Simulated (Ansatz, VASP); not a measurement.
**Cross-check of BP between VASP and Ansatz**

One calculation is typed for both programs; each brings its own data sets. How far apart do they land? The cell is taken from a series of runs on this material, whose earlier steps may have relaxed, scaled, displaced or heated it; both programs get it as it stands.

Method: plane waves, with VASP 6.6.1 beside it; single point at HSE06, in Ansatz 0.2.0.

**1. The starting structure**

It takes space group F-43m (No. 216, cubic). Conventional cell: a = 4.609 Å, b = 4.609 Å, c = 4.609 Å, α = 90.00°, β = 90.00°, γ = 90.00°. Nearest to P lie 4 B at 2.00 Å. B has 4 P at 2.00 Å nearest. Farther neighbours are not listed.

**2. VASP: single point, HSE06**

With cell and atoms fixed, the geometry can't cause a difference; cores, projectors, grids and the points listed under the comparison can.

Lines of VASP's logs that name or quote its potential files are left out, and so is its time.

The run reads the wave functions of an earlier VASP run, which isn't shown here.

Input file INCAR:

```
SYSTEM = BP
PREC = Accurate
ENCUT = 420
EDIFF = 1E-06
NELM = 100
ISMEAR = -1
SIGMA = 0.02
LREAL = .FALSE.
ALGO = Normal
LHFCALC = .TRUE.
AEXX = 0.25
GGA = PE
HFSCREEN = 0.208
LASPH = .TRUE.
NBANDS = 10
PRECFOCK = Fast
LORBIT = 11
LWAVE = .FALSE.
LCHARG = .FALSE.
KPAR = 4
ISIF = 2
```

Input file POSCAR:

```
BP
1.0
    0.0000000000      2.3043042163      2.3043042163
    2.3043042163      0.0000000000      2.3043042163
    2.3043042163      2.3043042163      0.0000000000
P B
1 1
Direct
    0.7500000000      0.7500000000      0.7500000000
    0.0000000000      0.0000000000      0.0000000000
```

Input file KPOINTS:

```
Automatic mesh
0
Gamma
7 7 7
0 0 0
```

PAW data sets: P and B (PBE family, release 64).

Command:

```sh
mpirun -np 4 vasp_std
```

Numbers of over 12 decimals in the logs are rounded to 6 here.

Log:

```text
[banner, memory and clock lines left out]
running    4 mpi-ranks, on    1 nodes
 distrk:  each k-point on    1 cores,    4 groups
 distr:  one band on    1 cores,    1 groups

 POSCAR found type information on POSCAR P B
 POSCAR found :  2 types and       2 ions
 LDA part: xc-table for (Slater+PW92), standard interpolation
 found WAVECAR, reading the header
 POSCAR, INCAR and KPOINTS ok, starting setup
 FFT: planning ... GRIDC
 FFT: planning ... GRID_SOFT
 FFT: planning ... GRID
 reading WAVECAR
 the WAVECAR file was read successfully
 initial charge from wavefunction
 entering main loop
       N       E                     dE             d eps       ncg     rms          rms(c)
DAV:   1    -0.147925892975E+02   -0.14793E+02   -0.26669E-01   432   0.346E+00    0.156E+00
DAV:   2    -0.147940652665E+02   -0.14760E-02   -0.41370E-03   474   0.454E-01    0.103E+00
DAV:   3    -0.147936782535E+02    0.38701E-03   -0.27895E-04   448   0.125E-01    0.588E-01
DAV:   4    -0.147935420499E+02    0.13620E-03   -0.56405E-05   464   0.566E-02    0.330E-01
DAV:   5    -0.147934946910E+02    0.47359E-04   -0.15199E-05   468   0.298E-02    0.183E-01
DAV:   6    -0.147934789038E+02    0.15787E-04   -0.51007E-06   454   0.168E-02    0.101E-01
DAV:   7    -0.147934736286E+02    0.52751E-05   -0.16727E-06   362   0.990E-03    0.560E-02
DAV:   8    -0.147934718090E+02    0.18196E-05   -0.61078E-07   214   0.611E-03    0.305E-02
DAV:   9    -0.147934712282E+02    0.58080E-06   -0.21892E-07   212   0.359E-03
   1 F= -.14793471E+02 E0= -.14793471E+02  d E =-.768906E-12
```

From OUTCAR (step 2):

```text
ion  position               nearest neighbor table
   1  0.750  0.750  0.750-   2 2.00   2 2.00   2 2.00   2 2.00
   2  0.000  0.000  0.000-   1 2.00   1 2.00   1 2.00   1 2.00

  LATTYP: Found a face centered cubic cell.
 ALAT       =     4.6086084326

 Subroutine GETGRP returns: Found 24 space group operations
 (whereof 24 operations were pure point group operations)

The static configuration has the point symmetry T_d .

 Found     20 irreducible k-points:

   k-points           NKPTS =     20   k-points in BZ     NKDIM =    343   number of bands    NBANDS=     10

   dimension x,y,z NGX =    24 NGY =   24 NGZ =   24
   dimension x,y,z NGXF=    48 NGYF=   48 NGZF=   48

   ENCUT  =  420.0 eV  30.87 Ry    5.56 a.u.   5.45  5.45  5.45*2*pi/ulx,y,z

   NELECT =       8.0000    total number of electrons

 k-points in reciprocal lattice and weights: Automatic mesh
   0.00000000  0.00000000  0.00000000       0.003
   0.14285714  0.00000000  0.00000000       0.023
   0.28571429  0.00000000  0.00000000       0.023
   0.42857143  0.00000000  0.00000000       0.023
   0.14285714  0.14285714  0.00000000       0.017
   0.28571429  0.14285714  0.00000000       0.070
   0.42857143  0.14285714  0.00000000       0.070
  -0.42857143  0.14285714  0.00000000       0.070
  -0.28571429  0.14285714  0.00000000       0.070
[...]
-0.42857143  0.42857143  0.14285714       0.070
  -0.28571429  0.42857143  0.14285714       0.070

  exchange ACFDT corr.  =         0.00000000  see jH, gK, PRB 81, 115126

 average (electrostatic) potential at core
       1 -78.3261       2 -22.4674

 E-fermi :   6.9319

 k-point     1 :       0.0000    0.0000    0.0000
  band No.  band energies     occupation
      1     -10.1878      2.00000
      2       6.4695      2.00000
      3       6.4695      2.00000
      4       6.4695      2.00000
      5      10.7333      0.00000
      6      10.7333      0.00000
      7      10.7333      0.00000
      8      14.4169      0.00000
      9      18.7402      0.00000
    ...

 k-point     2 :       0.1429    0.0000    0.0000
  band No.  band energies     occupation
      1      -9.8002      2.00000
      2       4.0775      2.00000
      3       5.9320      2.00000
      4       5.9320      2.00000
      5      11.2391      0.00000
      6      11.4821      0.00000
      7      11.4821      0.00000
      8      15.5622      0.00000
      9      18.6820      0.00000
    ...

 k-point     3 :       0.2857    0.0000    0.0000
  band No.  band energies     occupation
      1      -8.6764      2.00000
      2       0.3967      2.00000
      3       5.1242      2.00000
      4       5.1242      2.00000
      5      11.1309      0.00000
      6      12.2597      0.00000
      7      12.2597      0.00000
      8      17.3755      0.00000
      9      18.8563      0.00000
    ...

  Total       -1.3997083     -1.3997083     -1.3997083      0.0000000      0.0000000      0.0000000
  in kB      -91.6428677    -91.6428677    -91.6428677      0.0000000      0.0000000      0.0000000
  external PRESSURE =     -91.6428677 kB  Pullay stress =       0.0000000 kB

  energy-cutoff  :      420.00
  volume of cell :       24.47
      direct lattice vectors                 reciprocal lattice vectors
     0.000000000  2.304304216  2.304304216    -0.216985239  0.216985239  0.216985239
     2.304304216  0.000000000  2.304304216     0.216985239 -0.216985239  0.216985239
     2.304304216  2.304304216  0.000000000     0.216985239  0.216985239 -0.216985239

 POSITION                                       TOTAL-FORCE (eV/Angst)
 -----------------------------------------------------------------------------------
      3.45646      3.45646      3.45646        -0.000000     -0.000000     -0.000000
      0.00000      0.00000      0.00000         0.000000      0.000000      0.000000
 -----------------------------------------------------------------------------------
    total drift:                               -0.000000     -0.000000     -0.000000

  FREE ENERGIE OF THE ION-ELECTRON SYSTEM (eV)
  ---------------------------------------------------
  free  energy   TOTEN  =       -14.7934712282 eV

  energy  without entropy=      -14.7934712282  energy(sigma->0) =      -14.79347123

 total charge
# of ion       s       p       d       tot
------------------------------------------
    1        0.989   1.561   0.000   2.551
    2        0.658   1.216   0.000   1.874
--------------------------------------------------
tot          1.647   2.777   0.000   4.425

[... 3 further parts left out ...]
```

The run ends at a pressure of -9.16 GPa.

**3. Ansatz: single point, HSE06**

Ansatz runs on its PAW soft_1 files.

The same cell, functional, mesh and smearing now go to Ansatz.

Input file input.yaml:

```yaml
crystal:
  lattice:
    - [0.0, 2.3043042163, 2.3043042163]
    - [2.3043042163, 0.0, 2.3043042163]
    - [2.3043042163, 2.3043042163, 0.0]
  atoms:
    - { symbol: P, position: [0.75, 0.75, 0.75] }
    - { symbol: B, position: [0.0, 0.0, 0.0] }
kpoints:
  mp_grid: { grid: [7, 7, 7] }
scf:
  occupations: { method: fermi_dirac, width: 0.02 }
hamiltonian:
  xc: hse06
  pseudopotentials: { kind: paw, azcp: { folder: soft_1 } }
basis:
  ecutwfc: 600
output:
  forces: true
  stress: true
```

Command:

```sh
ansatz run input.yaml --threads 8 --pin off --max-ram 18432MiB --backend cpu --events-out ev --progress --plain --runs-dir out
```

Log:

```text
Warning: output.stress: scf.convergence.dr2_threshold = 1e-7 eV (the SCF's general default) is looser than the 2e-10 eV advised for a printed stress (1e-10 eV for each atom of the cell: 2). What an SCF threshold leaves in a stress goes as its square root, and in the free energy as the threshold itself, and one threshold admits the most on a small cell: [figures from the program's tests cut] Set scf.convergence.dr2_threshold to 2e-10 eV or tighter. The threshold is an SCF's pass mark: one that does not reach it within its budget of iterations ends unconverged, or closes short of it on a stop that the run arms, and scf.convergence.dr2_threshold's page says what that costs each kind of run
Warning: output.stress: scf.exx.energy_threshold = 1e-6 eV is looser than the 2e-8 eV advised for a stress under a hybrid functional (1e-8 eV for each atom of the cell: 2). Every SCF of the exchange loop can meet its threshold on dr2 while the loop round them stops early: no threshold on dr2 bounds what that leaves in the stress. Set scf.exx.energy_threshold to 2e-8 eV or tighter. The threshold is the loop's pass mark: a loop that does not reach it within its budget of cycles ends unconverged, and scf.exx.energy_threshold's page has the law
Engine: ansatz 0.2.0, aarch64-unknown-linux-gnu
Pseudopotentials: kind: paw
Pseudopotential: P, paw, valence charge 5, recommended cutoff 420 eV (normal), soft_1/P.paw.azcp
Pseudopotential: B, paw, valence charge 3, recommended cutoff 420 eV (normal), soft_1/B.paw.azcp
Functional definition: HSE06
  parameter a = 0.25
  parameter omega = 0.11/bohr
  exchange = pbe_x - a*pbe_x_sr(omega) + a*exact_x_sr(omega)
  correlation = pbe_c
Crystal: 2 atoms, lattice volume = 24.471 Å³
Basis set: ecut = 600 eV, 869 PW (Γ), exchange–correlation on 54×54×54 points (8 copies of the dense FFT grid, shifted against one another)
Bands: 8, of which v1, the nominal top of the filled ones, is band 4 counted from 1 (3 counted from 0)
Symmetry: 24 space group operations
Space group: F-43m (ITA 216), of the structure as read, at distance tolerance 2.9e-5 Å
k-points: 20 of 343 (time reversal used)
Non-local potential: P, projectors of the file, l = 0: 2, l = 1: 2, l = 2: 1
Non-local potential: B, projectors of the file, l = 0: 2, l = 1: 2, l = 2: 1
PAW form: soft (Blöchl's): semilocal exchange-correlation on the pseudo side does not see the compensation charge
PAW frozen core: P, regenerated for the run's functional, and the local potential with it (the file was generated under x = pbe(κ = 0.804, μ = 0.219515), c = pbe(β = 0.066725))
PAW frozen core: B, regenerated for the run's functional, and the local potential with it (the file was generated under x = pbe(κ = 0.804, μ = 0.219515), c = pbe(β = 0.066725))
PAW one-centre angular grid: P, 110 points (default); XC on 64 Gauss nodes
PAW one-centre angular grid: B, 110 points (default); XC on 64 Gauss nodes
Initial density: superposition of atomic densities (chi_scale 0.1, normalization cell, long waves kept (reshape's long-wave potential 0.00 eV rms))
Initial wavefunctions: pseudopotential atomic-orbital guess
Functional: x = pbe(κ = 0.804, μ = 0.219515), c = pbe(β = 0.066725), warm-up for x = pbe(κ = 0.804, μ = 0.219515) + 0.25 (exact − pbe) at short range (hse, ω = 0.207870 Å⁻¹), c = pbe(β = 0.066725); HSE06 as pw.x's `hse` composes it (authors' and Libxc's form: `xc: wpbeh`)
SCF iter   1: F=—  HF=-913.040830 eV  |F-HF|=—  |Δ(HF+E_count)|=         —  Δρ=8.53e-2  dr2=2.01e0  ethr=1.00e-1  ⟨swp⟩=4.5  Hψ=574  notcnv=0
preconditioner: auto → none  [insulator: Δε(μ)=1.928 eV  Ē_g=12.554 eV  σ=0.020 eV  W_gap=1.00  n_scr=0 (ndim 8)  ℏωp=21.2 eV  f_vac=0.000  D(μ)=0.00/eV (n_scr^D=0)]
iter 2 solved again at ethr=1.90e-3 eV; its pass at ethr=2.51e-2 eV (dr2=1.52e-1 eV) is discarded
SCF iter   2: F=—  HF=-912.462461 eV  |F-HF|=—  |Δ(HF+E_count)|=   5.78e-1  Δρ=2.92e-2  dr2=1.60e-1  ethr=1.90e-3  ⟨swp⟩=2.9  Hψ=722  notcnv=0  defer=2
SCF iter   3: F=—  HF=-912.424953 eV  |F-HF|=—  |Δ(HF+E_count)|=   3.75e-2  Δρ=1.19e-2  dr2=2.14e-2  ethr=1.90e-3  ⟨swp⟩=2.0  Hψ=320  notcnv=0
SCF iter   4: F=—  HF=-912.422483 eV  |F-HF|=—  |Δ(HF+E_count)|=   2.47e-3  Δρ=1.33e-3  dr2=2.67e-4  ethr=2.68e-4  ⟨swp⟩=2.9  Hψ=343  notcnv=0  defer=2
SCF iter   5: F=-912.422552 eV  HF=-912.422552 eV  |F-HF|=1.21e-7  |Δ(HF+E_count)|=   6.82e-5  Δρ=1.64e-4  dr2=3.74e-6  ethr=3.34e-6  ⟨swp⟩=3.4  Hψ=410  notcnv=0  defer=1
SCF 1 stopped early in 5 iterations: F = -912.422552 eV  dr2 = 3.74e-6
  greatest PAW one-centre occupation: 0.763 electrons in one spin orbital (limit 2), on the P atom at site 0 (counted from 0), in its partial waves of l = 0
Initial density: handed on by an earlier stage of this run
Initial wavefunctions: those handed on with the density
Functional: x = pbe(κ = 0.804, μ = 0.219515) + 0.25 (exact − pbe) at short range (hse, ω = 0.207870 Å⁻¹), c = pbe(β = 0.066725); HSE06 as pw.x's `hse` composes it (authors' and Libxc's form: `xc: wpbeh`)
Exchange kernel: α = 0.2500, screened, ω = 0.2079 Å⁻¹, Wigner–Seitz truncation, v(0) = 1046.3256 eV·Å³, q-mesh 7×7×7, nearest image of the exchange supercell L = 22.81 Å, pair-density grid 15×15×15, without the augmentation charges, whose exchange is taken in its separable form by FFT convolution over the k-point mesh (sized by the pseudopotential files, 24×24×24 at the most), smooth part of the exact exchange by density-matrix convolution
Frozen-core exchange: fock
SCF iter   1: F=—  HF=-913.092771 eV  |F-HF|=—  |Δ(HF+E_count)|=         —  Δρ=4.63e-3  dr2=3.26e-3  ethr=4.68e-7  ⟨swp⟩=7.8  Hψ=972  notcnv=0
preconditioner: auto → none  [insulator: Δε(μ)=1.979 eV  Ē_g=14.211 eV  σ=0.020 eV  W_gap=1.00  n_scr=0 (ndim 8)  ℏωp=21.2 eV  f_vac=0.000  D(μ)=0.00/eV (n_scr^D=0)]
SCF iter   2: F=—  HF=-913.091308 eV  |F-HF|=—  |Δ(HF+E_count)|=   1.46e-3  Δρ=1.06e-3  dr2=4.20e-4  ethr=4.68e-7  ⟨swp⟩=4.0  Hψ=474  notcnv=0
SCF iter   3: F=—  HF=-913.093534 eV  |F-HF|=—  |Δ(HF+E_count)|=   2.23e-3  Δρ=5.57e-4  dr2=5.36e-5  ethr=4.68e-7  ⟨swp⟩=4.0  Hψ=506  notcnv=0
SCF iter   4: F=—  HF=-913.093517 eV  |F-HF|=—  |Δ(HF+E_count)|=   1.72e-5  Δρ=1.41e-4  dr2=1.24e-5  ethr=4.68e-7  ⟨swp⟩=2.0  Hψ=240  notcnv=0
SCF iter   5: F=—  HF=-913.093558 eV  |F-HF|=—  |Δ(HF+E_count)|=   4.11e-5  Δρ=1.45e-4  dr2=6.48e-6  ethr=6.47e-8  ⟨swp⟩=3.2  Hψ=328  notcnv=0
SCF iter   6: F=-913.093555 eV  HF=-913.093555 eV  |F-HF|=7.37e-9  |Δ(HF+E_count)|=   2.21e-6  Δρ=9.38e-6  dr2=4.55e-7  ethr=6.47e-8  ⟨swp⟩=2.3  Hψ=250  notcnv=0
SCF 2 stopped early in 6 iterations: F = -913.093555 eV  dr2 = 4.55e-7
  greatest PAW one-centre occupation: 0.758 electrons in one spin orbital (limit 2), on the P atom at site 0 (counted from 0), in its partial waves of l = 0
hybrid outer 1: dexx = +2.531e-3 eV, tail = 9.71e-7 eV
Exchange kernel: α = 0.2500, screened, ω = 0.2079 Å⁻¹, Wigner–Seitz truncation, v(0) = 1046.3256 eV·Å³, q-mesh 7×7×7, nearest image of the exchange supercell L = 22.81 Å, pair-density grid 15×15×15, without the augmentation charges, whose exchange is taken in its separable form by FFT convolution over the k-point mesh (sized by the pseudopotential files, 24×24×24 at the most), smooth part of the exact exchange by density-matrix convolution
Frozen-core exchange: fock
SCF iter   1: F=—  HF=-913.093534 eV  |F-HF|=—  |Δ(HF+E_count)|=         —  Δρ=1.71e-5  dr2=7.34e-8  ethr=6.07e-8  ⟨swp⟩=5.2  Hψ=500  notcnv=0
preconditioner: auto → none  [insulator: Δε(μ)=2.034 eV  Ē_g=14.223 eV  σ=0.020 eV  W_gap=1.00  n_scr=0 (ndim 8)  ℏωp=21.2 eV  f_vac=0.000  D(μ)=0.00/eV (n_scr^D=0)]
SCF iter   2: F=-913.093534 eV  HF=-913.093534 eV  |F-HF|=2.82e-10  |Δ(HF+E_count)|=   1.82e-8  Δρ=3.69e-6  dr2=2.22e-9  ethr=8.34e-10  ⟨swp⟩=3.0  Hψ=305  notcnv=0
SCF 3 converged in 2 iterations: F = -913.093534 eV  dr2 = 2.22e-9
  Residual-converged pass: ⟨swp⟩=3.0  Hψ=320  notcnv=0  max |occ|·‖R‖ = 2.4e-6 eV (tolerance 2.4e-6 eV)  dr2=2.28e-9  dr2_onsite=4.09e-11  max |Δocc| = 0.0e0
hybrid outer 2: dexx = +1.358e-8 eV, tail = 4.63e-9 eV, Δε = 4.44e-4 eV (about 3.43e-5 eV left of the loop's levels)
hybrid SCF converged: 2 outer / 8 inner (+5 warm-up), last move |dexx| = 1.36e-8 eV, tail = 4.63e-9 eV
Stability not checked: this state was not tested for a lower state beside it, because the functional holds exact exchange (a hybrid, or Hartree-Fock), whose exchange loop this test does not read (fock_operator; see scf.lower_state_search)
Free energy (F): -913.093534 eV
Frozen-core exchange: fock
Harris-Foulkes:  -913.093534 eV  (|F-HF|=2.82e-10)
Internal energy: -913.093534 eV  (E = F + TS)
E sigma→0 (E₀):  -913.093534 eV
Fermi energy:    9.219569 eV
--- Per-component energies (eV) ---
  E_band       = 9.939590
  E_kinetic    = 118.324867
  E_local      = -64.023471  (includes V_loc(G=0)·N_el)
  E_nonlocal   = 38.821033
  E_hartree    = 17.675606
  E_xc         = -86.201386
  E_vxc        = -81.314526  (∫ρ·V_xc dr)
  E_exx        = -13.549722  (= α·E_x^exact, valence–valence)
  E_paw        = -642.934746  (= ΣΔE_a)
  E_vpaw       = -10.120149  (= ΣTr[D̂ρ^β])
  E_aug_tail   = 0.000000  (compensation charges beyond the density's cutoff)
  E_ewald      = -281.117506
  E_core_change = -0.088209  (= ΣΔE_core)
  E_smearing   = -0.000000  (= −TS)
  E_closure    = 0.000000  (closes the sum)
  Σ components = -913.093534   (vs F -913.093534, Δ=0.00e0)
--- Forces (eV/Å), atoms counted from 1 ---
  atom   1  P      0.00000000    -0.00000000     0.00000000
  atom   2  B     -0.00000000     0.00000000     0.00000000
  max |Σ_I F_I| component: 2.04e-16 eV/Å
--- Stress (GPa, compression-positive) ---
       -8.773048       0.000000       0.000000
       -0.000000      -8.773048       0.000000
       -0.000000       0.000000      -8.773048
  P = ⅓ Tr σ = -8.7730 GPa (-87.730 kbar)
--- Band table (eV; the first three rows and the last of 20) ---
  k-point 0: bands = ["-8.4418", "8.2096", "8.2096", "8.2096", "12.4798", "12.4798"]
  k-point 1: bands = ["-8.0543", "5.8202", "7.6727", "7.6727", "12.9811", "13.2264"]
  k-point 2: bands = ["-6.9305", "2.1395", "6.8649", "6.8649", "12.8714", "14.0006"]
  k-point 19: bands = ["-3.3079", "-0.5035", "1.8204", "3.5893", "13.1357", "16.0395"]
  guard bands above this table: 2 of the run's 8 bands. The solve was not asked for them (output.publish_guard_bands: true or output.eigenvalues: true publishes all)
```

The run ends at a pressure of -8.77 GPa.

**4. Differences**

Known differences besides the potentials themselves: exact exchange at q = 0 is treated differently, which shows on coarse meshes; VASP keeps PBE cores, Ansatz makes them for the functional; the cutoff is 600 eV in Ansatz and 420 eV in VASP; VASP takes a coarser grid for exact exchange (PRECFOCK = Fast). Total energies have different zeros and are not compared.

The two programs side by side:

| quantity | Ansatz | VASP | difference |
| --- | --- | --- | --- |
| pressure (GPa) | -8.77 | -9.16 | +0.39 |
| gap on the k mesh (eV) | 2.034 | 2.029 | +0.005 |

A gap on the mesh is an upper bound, since the band edges may lie between its points.

**5. Results**

```yaml
difference_in_gap_on_the_k_mesh_single_point_hse06: 0.0050 eV
```

**Reading.** The difference in gap on the k mesh is 0.0050 eV (single point, HSE06), within the 0.08 eV picked in this series as the mark of a large difference. Such differences can come from data sets, numerical settings and the points named under the comparisons, not from the functional's error against experiment.

[Lines on the potential files, build, host, timing and source positions are cut from VASP's logs without a mark.]

[Logs are printed without paths, hosts, clocks, repeated set-up lines and the standing remarks that a program may print on its own settings, such as how far it seeks lower states.]

[Hosts, paths, dates, database ids (printed as entryN), source tags and the programs' standing remarks are cut or masked in the printed files.]
